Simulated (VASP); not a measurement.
These are PBEsol GGA, VASP's PBE PAW potentials (set 64) (plane waves; VASP) values and carry that method's errors. For the first row: Run with 520 eV cut-off, 9×9×9 Γ-centred mesh, first-order Methfessel-Paxton smearing of 0.10 eV, potentials Al Au.

| system | energy (eV/atom) |
|---|---|
| AuAl2 (fluorite) | -4.4902 |
| Al atom | -0.2798 |
| Au atom | -0.2033 |

Atoms are spin-polarised in a large box without symmetry, with the spin fixed by Hund's rule, and may not be in the lowest state of each functional; no zero-point energy is added.  Spin-orbit coupling is left out, which shifts such energies by up to tenths of an eV for the heavy elements here.

Q: What is the cohesive energy per atom of AuAl$_{2}$?

A: The references average (2×(-0.2798) + 1×(-0.2033))/3 = -0.2543 eV, so the cohesive energy is -0.2543 − (-4.4902) = 4.236 eV/atom.
